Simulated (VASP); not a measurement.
```
NbN
1.0
    0.00000     2.21158     2.21158
    2.21158     0.00000     2.21158
    2.21158     2.21158     0.00000
Nb N
1 1
Direct
  0.00000   0.00000   0.00000
  0.50000   0.50000   0.50000
```

Calculation: PW91 GGA, VASP's PBE PAW potentials (set 64) (plane waves; VASP). Run with 520 eV cut-off, 16×16×16 Γ-centred mesh, tetrahedra with Blöchl corrections, potentials Nb_sv N.

Question: Predict the energy per atom (σ→0), band gap (on the k-mesh) with the smallest direct gap where there is one.

Answer: 
| Property | Value |
|---|---|
| band gap (on the k-mesh) | none (metal, semimetal or under 0.01 eV) |
| energy per atom (σ→0) | -10.287 eV/atom |

Total energies compare only between runs with the same potentials, cut-off and functional.

The compound is NbN in the rock salt structure, the cubic δ form, which competes with hexagonal ones. It was relaxed first. VASP warned that the highest band is occupied, so more bands are needed.
